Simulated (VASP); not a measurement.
# Si3P4 (I-42m) in VASP: band structure with PBE

Aim: the band structure of Si3P4 with PBE.

All numbers are computed with VASP 6.6.1; they aren't measurements. Logs are shortened: lines on timing, memory, paths and dates and some standing lists are left out, and cuts for length are marked.

### 1 The structure

Symmetry: I-42m, No. 121, tetragonal system. The conventional cell has a = 5.120 Å, b = 5.120 Å, c = 10.241 Å, α = 90.00°, β = 90.00°, γ = 90.00°. Around Si (site symmetry -4) lie 4 P at 2.29 Å. Si (site symmetry -42m) is surrounded by 4 P at 2.27 Å. Around P (site symmetry m) lie 3 Si at 2.27 to 2.29 Å.

The cell was built by a generator and needn't be a form met in nature.

### 2 Band structure, PBE

File POSCAR:

```
Si3P4
1.0
   -2.5601700000      2.5601700000      5.1203400000
    2.5601700000     -2.5601700000      5.1203400000
    2.5601700000      2.5601700000     -5.1203400000
Si P
3 4
Direct
    0.7500000000      0.2500000000      0.5000000000
    0.2500000000      0.7500000000      0.5000000000
    0.5000000000      0.5000000000      0.0000000000
    0.3452520000      0.8830800000      0.0000000000
    0.8830800000      0.3452520000      0.0000000000
    0.1169200000      0.1169200000      0.4621720000
    0.6547480000      0.6547480000      0.5378280000
```

File INCAR.step1:

```
SYSTEM = Si3P4
  PREC = Accurate
  ENCUT = 520
  EDIFF = 1E-6
  ISMEAR = 0
  SIGMA = 0.1
  LREAL = .FALSE.
  LASPH = .TRUE.
  NELM = 80
  ALGO = Normal
  ISIF = 2
  LWAVE = .FALSE.
  LCHARG = .TRUE.
  GGA = PE
  NBANDS = 25
```

File KPOINTS.step1:

```
Automatic mesh
0
G
  8 8 8
  0 0 0
```

File INCAR.step2:

```
SYSTEM = Si3P4
  PREC = Accurate
  ENCUT = 520
  EDIFF = 1E-6
  ISMEAR = 0
  SIGMA = 0.05
  LREAL = .FALSE.
  LASPH = .TRUE.
  NELM = 80
  ALGO = Normal
  ISIF = 2
  LWAVE = .FALSE.
  LCHARG = .FALSE.
  GGA = PE
  NBANDS = 25
  ICHARG = 11
```

File KPOINTS.step2:

```
path GXYSGZS1NPY1Z,XP
20
line-mode
reciprocal
 0.0000000000  0.0000000000  0.0000000000  G
 0.0000000000  0.0000000000  0.5000000000  X

 0.0000000000  0.0000000000  0.5000000000  X
-0.1250000000  0.1250000000  0.5000000000  Y

-0.1250000000  0.1250000000  0.5000000000  Y
-0.3125000000  0.3125000000  0.3125000000  S

-0.3125000000  0.3125000000  0.3125000000  S
 0.0000000000  0.0000000000  0.0000000000  G

 0.0000000000  0.0000000000  0.0000000000  G
 0.5000000000  0.5000000000 -0.5000000000  Z

 0.5000000000  0.5000000000 -0.5000000000  Z
 0.3125000000  0.6875000000 -0.3125000000  S1

 0.3125000000  0.6875000000 -0.3125000000  S1
 0.0000000000  0.5000000000  0.0000000000  N

 0.0000000000  0.5000000000  0.0000000000  N
 0.2500000000  0.2500000000  0.2500000000  P

 0.2500000000  0.2500000000  0.2500000000  P
 0.5000000000  0.5000000000 -0.1250000000  Y1

 0.5000000000  0.5000000000 -0.1250000000  Y1
 0.5000000000  0.5000000000 -0.5000000000  Z

 0.0000000000  0.0000000000  0.5000000000  X
 0.2500000000  0.2500000000  0.2500000000  P
```

Potentials or basis: VASP PAW PBE potentials, release 64 (Si, P).

Command:

```console
> cat potpaw_PBE.64/Si/POTCAR potpaw_PBE.64/P/POTCAR > POTCAR
> cp INCAR.step1 INCAR
> cp KPOINTS.step1 KPOINTS
> mpirun -np 1 vasp_std > vasp.out
> cp INCAR.step2 INCAR
> cp KPOINTS.step2 KPOINTS
> mpirun -np 1 vasp_std > vasp.out
```

OUTCAR:

```text
SYSTEM = Si3P4
   PREC = Accurate
   ENCUT = 520
   EDIFF = 1E-6
   ISMEAR = 0
   LREAL = .FALSE.
   LASPH = .TRUE.
   NELM = 80
   ISIF = 2
   GGA = PE
   ICHARG = 11

 ion  position               nearest neighbor table
   1  0.750  0.250  0.500-   5 2.29   6 2.29   4 2.29   7 2.29
   2  0.250  0.750  0.500-   4 2.29   6 2.29   5 2.29   7 2.29
   3  0.500  0.500  0.000-   7 2.27   4 2.27   5 2.27   6 2.27
   4  0.345  0.883  0.000-   3 2.27   1 2.29   2 2.29
   5  0.883  0.345  0.000-   3 2.27   2 2.29   1 2.29
   6  0.117  0.117  0.462-   3 2.27   1 2.29   2 2.29
   7  0.655  0.655  0.538-   3 2.27   2 2.29   1 2.29

  LATTYP: Found a body centered tetragonal cell.
 ALAT       =     5.1203400000
 C/A-ratio  =     2.0000000000

  Lattice vectors:

 A1 = (  -2.5601700000,   2.5601700000,   5.1203400000)
 A2 = (   2.5601700000,  -2.5601700000,   5.1203400000)
 A3 = (   2.5601700000,   2.5601700000,  -5.1203400000)

Analysis of symmetry for initial positions (statically):
=====================================================================
 Subroutine PRICEL returns:
 Original cell was already a primitive cell.

 Routine SETGRP: Setting up the symmetry group for a
 body centered tetragonal supercell.

 Subroutine GETGRP returns: Found  8 space group operations
 (whereof  8 operations were pure point group operations)
 out of a pool of 16 trial point group operations.

The static configuration has the point symmetry D_2d.

Analysis of symmetry for dynamics (positions and initial velocities):
=====================================================================
 Subroutine PRICEL returns:
 Original cell was already a primitive cell.

 Routine SETGRP: Setting up the symmetry group for a
 body centered tetragonal supercell.

 Subroutine GETGRP returns: Found  8 space group operations
 (whereof  8 operations were pure point group operations)
 out of a pool of 16 trial point group operations.

The dynamic configuration has the point symmetry D_2d.

 Subroutine INISYM returns: Found  8 space group operations
 (whereof  8 operations are pure point group operations),
 and found     1 'primitive' translations

----------------------------------------------------------------------------------------

[... 91 lines left out ...]
   ISPIN  =      1    spin polarized calculation?
   LNONCOLLINEAR =      F non collinear calculations
   LSORBIT =      F    spin-orbit coupling
   LASPH  =      T    aspherical Exc in radial PAW
   ENCUT  =  520.0 eV  38.22 Ry    6.18 a.u.  11.66 11.66 11.66*2*pi/ulx,y,z
   NELM   =     80;   NELMIN=  2; NELMDL=  0     # of ELM steps
   EDIFF  = 0.1E-05   stopping-criterion for ELM
   LREAL  =      F    real-space projection
[... 7 lines left out ...]
   TEBEG  =    0.0;   TEEND  =   0.0 temperature during run
   PSTRESS=    0.0 pullay stress
   NELECT =      32.0000    total number of electrons
   NUPDOWN=      -1.0000    fix difference up-down
   EMIN   =  10.00;   EMAX   =-10.00  energy-range for DOS
   EFERMI =   0.00;   METHOD = LEGACY
   ISMEAR =     0;   SIGMA  =   0.05  broadening in eV -4-tet -1-fermi 0-gaus
   EFERMI_NEDOS =   21; number of points for ismear=-14 and -15
   IALGO  =     38    algorithm
   IMIX   =      4    mixing-type and parameters
     AMIX     =   0.40;   BMIX     =  1.00
     AMIX_MAG =   1.60;   BMIX_MAG =  1.00
  volume/ion in A,a.u.               =      19.18       129.42
  Fermi-wavevector in a.u.,A,eV,Ry     =   1.015062  1.918190 14.018782  1.030351
  Thomas-Fermi vector in A             =   2.148326
   LORBIT       =      0    0 simple, 1 ext, 2 COOP (PROOUT), +10 PAW based schemes
   GGA     = PE    functional components
   LHFCALC =     F    Hartree Fock is set to
   AEXX    =    0.0000 exact exchange contribution
   IVDW    =     0    specifies the selected vdW correction
   LEPSILON=     F    determine dielectric tensor
   LRPA    =     F    only Hartree local field effects (RPA)
 non-spin polarized calculation
 Gauss-broadening in eV      SIGMA  =   0.05
  energy-cutoff  :      520.00
  volume of cell :      134.24
 maximum number of plane-waves:      3672
 NGX is ok and might be reduce to    48

 number of electron      32.0000000 magnetization

 Free energy of the ion-electron system (eV)
  ---------------------------------------------------
  ext. energy  EPLUGINS =         0.00000000
  ---------------------------------------------------
  free energy    TOTEN  =       -37.43660458 eV

  energy without entropy =      -37.43660458  energy(sigma->0) =      -37.43660458

 E-fermi :   6.2563     XC(G=0):  -9.7217

 val. band max:        6.0657850824   @ k =   0.0000   0.0000   0.0000
 cond. band min:       6.4406501329   @ k =   0.5000   0.5000  -0.5000
 fundamental gap:      0.3748650505
 Fermi energy:         6.2562734400

 k-point     1 :       0.0000    0.0000    0.0000
  band No.  band energies     occupation
      1      -7.6458      2.00000
      2      -4.1570      2.00000
      3      -4.0623      2.00000
      4      -4.0623      2.00000
      5      -2.4541      2.00000
      6      -2.2638      2.00000
[... 661 lines left out ...]
     24      10.4966      0.00000
     25      10.6257      0.00000

 [... further k-points ...]

------------------------ aborting loop because EDIFF is reached ----------------------------------------

  FORCE on cell =-STRESS in cart. coord.  units (eV):
  Direction    XX          YY          ZZ          XY          YZ          ZX
  --------------------------------------------------------------------------------------
  -------------------------------------------------------------------------------------
  Total        2.6816280      2.6816280      2.3812102      0.0000000      0.0000000      0.0000000
  in kB       32.0046231     32.0046231     28.4192046      0.0000000      0.0000000      0.0000000
  external PRESSURE =      30.8094836 kB  Pullay stress =       0.0000000 kB

 VOLUME and BASIS-vectors are now :
 -----------------------------------------------------------------------------
  energy-cutoff  :      520.00
  volume of cell :      134.24
      direct lattice vectors                 reciprocal lattice vectors
    -2.560170000  2.560170000  5.120340000     0.000000000  0.195299531  0.097649765
     2.560170000 -2.560170000  5.120340000     0.195299531  0.000000000  0.097649765
     2.560170000  2.560170000 -5.120340000     0.195299531  0.195299531  0.000000000

 POSITION                                       TOTAL-FORCE (eV/Angst)
 -----------------------------------------------------------------------------------
     -0.00000      2.56017      2.56017        -0.000000      0.000000     -0.000000
      2.56017     -0.00000      2.56017         0.000000      0.000000     -0.000000
      0.00000      0.00000      5.12034        -0.000000      0.000000     -0.000000
      1.37693     -1.37693      6.28948        -0.200996      0.200996      0.067465
     -1.37693      1.37693      6.28948         0.200996     -0.200996      0.067465
      1.18324      1.18324     -1.16914         0.200996      0.200996     -0.067465
      1.37693      1.37693      3.95120        -0.200996     -0.200996     -0.067465
 -----------------------------------------------------------------------------------
    total drift:                                0.000000      0.000000      0.000000

  FREE ENERGIE OF THE ION-ELECTRON SYSTEM (eV)
  ---------------------------------------------------
  free  energy   TOTEN  =       -37.4366045766 eV

  energy  without entropy=      -37.4366045753  energy(sigma->0) =      -37.43660458
```

OUTCAR.step1:

```text
SYSTEM = Si3P4
   PREC = Accurate
   ENCUT = 520
   EDIFF = 1E-6
   ISMEAR = 0
   LREAL = .FALSE.
[... 915 lines left out ...]
     -1.37693      1.37693      6.28948         0.000277     -0.000277      0.004439
      1.18324      1.18324     -1.16914         0.000277      0.000277     -0.004439
      1.37693      1.37693      3.95120        -0.000277     -0.000277     -0.004439
 -----------------------------------------------------------------------------------
    total drift:                                0.000000      0.000000      0.000000

  FREE ENERGIE OF THE ION-ELECTRON SYSTEM (eV)
  ---------------------------------------------------
  free  energy   TOTEN  =       -38.6374058047 eV

  energy  without entropy=      -38.6373899621  energy(sigma->0) =      -38.63739788
```

It took 6.7 min on 1 thread of Intel Xeon 6975P-C (Granite Rapids), shared host; peak memory 0.68 GiB.

What came out:

```yaml
Band_gap_on_the_k_mesh: 0.37 eV, indirect (least direct gap 0.75 eV)
Band_gap_along_the_path: 0.37 eV, indirect (least direct gap 0.75 eV)
```

Levels at the corners of the path, in eV from the valence-band top:
| point | band 12 | band 13 | band 14 | band 15 | band 16 | band 17 | band 18 | band 19 | band 20 | band 21 |
| --- | --- | --- | --- | --- | --- | --- | --- | --- | --- | --- |
| Γ | -3.10 | -3.10 | -0.34 | 0.00 | 0.00 | 0.75 | 0.99 | 3.07 | 3.12 | 3.12 |
| X | -2.25 | -2.14 | -0.82 | -0.43 | -0.16 | 1.17 | 2.06 | 2.20 | 3.26 | 3.42 |
| X | -2.25 | -2.14 | -0.82 | -0.43 | -0.16 | 1.17 | 2.06 | 2.20 | 3.26 | 3.42 |
| Y | -2.69 | -2.24 | -1.13 | -0.72 | -0.60 | 1.63 | 2.50 | 3.10 | 3.22 | 3.50 |
| Y | -2.69 | -2.24 | -1.13 | -0.72 | -0.60 | 1.63 | 2.50 | 3.10 | 3.22 | 3.50 |
| S | -2.92 | -2.82 | -2.10 | -1.22 | -0.76 | 1.03 | 2.33 | 2.84 | 3.05 | 3.54 |
| S | -2.92 | -2.82 | -2.10 | -1.22 | -0.76 | 1.03 | 2.33 | 2.84 | 3.05 | 3.54 |
| Γ | -3.10 | -3.10 | -0.34 | 0.00 | 0.00 | 0.75 | 0.99 | 3.07 | 3.12 | 3.12 |
| Γ | -3.10 | -3.10 | -0.34 | 0.00 | 0.00 | 0.75 | 0.99 | 3.07 | 3.12 | 3.12 |
| Z | -2.71 | -2.71 | -1.99 | -1.10 | -1.10 | 0.37 | 0.68 | 0.68 | 0.77 | 1.72 |
| Z | -2.71 | -2.71 | -1.99 | -1.10 | -1.10 | 0.37 | 0.68 | 0.68 | 0.77 | 1.72 |
| S1 | -2.92 | -2.82 | -2.10 | -1.22 | -0.76 | 1.03 | 2.33 | 2.84 | 3.05 | 3.54 |
| S1 | -2.92 | -2.82 | -2.10 | -1.22 | -0.76 | 1.03 | 2.33 | 2.84 | 3.05 | 3.54 |
| N | -2.95 | -2.67 | -1.88 | -1.83 | -0.85 | 2.46 | 2.68 | 2.94 | 3.30 | 3.98 |
| N | -2.95 | -2.67 | -1.88 | -1.83 | -0.85 | 2.46 | 2.68 | 2.94 | 3.30 | 3.98 |
| P | -2.21 | -2.19 | -1.88 | -0.41 | -0.41 | 2.03 | 2.03 | 2.75 | 3.39 | 3.56 |
| P | -2.21 | -2.19 | -1.88 | -0.41 | -0.41 | 2.03 | 2.03 | 2.75 | 3.39 | 3.56 |
| Y1 | -2.69 | -2.24 | -1.13 | -0.72 | -0.60 | 1.63 | 2.50 | 3.10 | 3.22 | 3.50 |
| Y1 | -2.69 | -2.24 | -1.13 | -0.72 | -0.60 | 1.63 | 2.50 | 3.10 | 3.22 | 3.50 |
| Z | -2.71 | -2.71 | -1.99 | -1.10 | -1.10 | 0.37 | 0.68 | 0.68 | 0.77 | 1.72 |
| X | -2.25 | -2.14 | -0.82 | -0.43 | -0.16 | 1.17 | 2.06 | 2.20 | 3.26 | 3.42 |
| P | -2.21 | -2.19 | -1.88 | -0.41 | -0.41 | 2.03 | 2.03 | 2.75 | 3.39 | 3.56 |

Caveat: the log is that of the step along the path at fixed density, whose energy, stress, charges and moments have no meaning. A hybrid or GW would open this gap; PBE tends to underestimate it.
